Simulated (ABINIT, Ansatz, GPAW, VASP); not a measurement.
## One structure in several programs: CsSnI3 (Pm-3m, 5 atoms in the cell)

Self-consistent single point.

```
CELL_PARAMETERS angstrom
      6.33631     0.00000     0.00000
      0.00000     6.33631     0.00000
      0.00000     0.00000     6.33631
ATOMIC_POSITIONS crystal
  Cs 0.00000 0.00000 0.00000
  Sn 0.50000 0.50000 0.50000
  I  0.50000 0.00000 0.50000
  I  0.00000 0.50000 0.50000
  I  0.50000 0.50000 0.00000
```

Shared settings, as Ansatz (an electronic-structure program) writes them: kpoints.mp_grid.grid = 3 3 3; scf.occupations.method = fermi_dirac; scf.occupations.width = 0.05 eV. Potentials and cutoffs stand in the table.

```csv
code,model,pressure (GPa),cutoff
ABINIT,"LDA (PW92), PAW (JTH v2.0 LDA PAW)",-2.56,42 Ry
GPAW,"LDA (Perdew-Wang 92), GPAW PAW datasets LDA (gpaw-data 1.0.1)",-2.51,550 eV
Ansatz,"LDA (PW92), default PAW files made with PBE",-2.51,default
VASP,"LDA (PZ), VASP's LDA PAW potentials (set 64)",-2.56,300 eV
```

On Ansatz's run: spin-orbit coupling is off.

The spread over the programs that give each value: pressure within 0.05 GPa.

Ansatz's pressure is given at a fixed set of plane waves, as the other plane-wave codes print theirs. The same LDA comes in different parametrisations, which differ slightly.

This mesh misses zone-boundary points where a band edge of such crystals can lie, so no gaps are given.

VASP's run is marked for a possible Pulay error in its stress at this cutoff; no cutoff test was made.

The starting cell has typed, rounded lattice constants, without a prior relaxation at this level. Its lattice was rescaled by a random factor within 2.5 % of one.

Left out of this page: CP2K and SIESTA (not drawn, or without a comparable value).

Keys are those of Ansatz 0.2.
